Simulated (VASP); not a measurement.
TiAl (L1_0) relaxed at rising pressure, in one space group throughout; other phases were not tried. The pressures are those reached. These are LDA (Ceperley-Alder, Perdew-Zunger), VASP's LDA PAW potentials (set 64) (plane waves; VASP) values and carry that method's errors.

| P (GPa) | V (Å³/atom) | k-mesh |
|---|---|---|
| -0.02 | 15.318 | 13×13×9 |
| 4.97 | 14.767 | 13×13×9 |
| 9.93 | 14.298 | 13×13×9 |
| 19.96 | 13.534 | 14×14×10 |
| 29.93 | 12.915 | 14×14×10 |

A change of mesh leaves a small step in the series.

Q: Fit an equation of state and predict the volume at 44.92 GPa.

A: Least squares on the third-order Birch-Murnaghan form, P = (3B0/2)(y⁷ − y⁵)[1 + (3/4)(B′ − 4)(y² − 1)] with y = (V0/V)^(1/3), gives V0 = 15.313 Å³/atom, B0 = 128 GPa and B′ = 3.7, and so 12.178 Å³/atom. The run gave 12.165 Å³/atom, -0.1 % from the fit.

Pressures at which the relaxation failed are left out.

The compound is TiAl in the L1_0 structure. The electron count is odd and the run is not spin-polarised, which forces a metal.
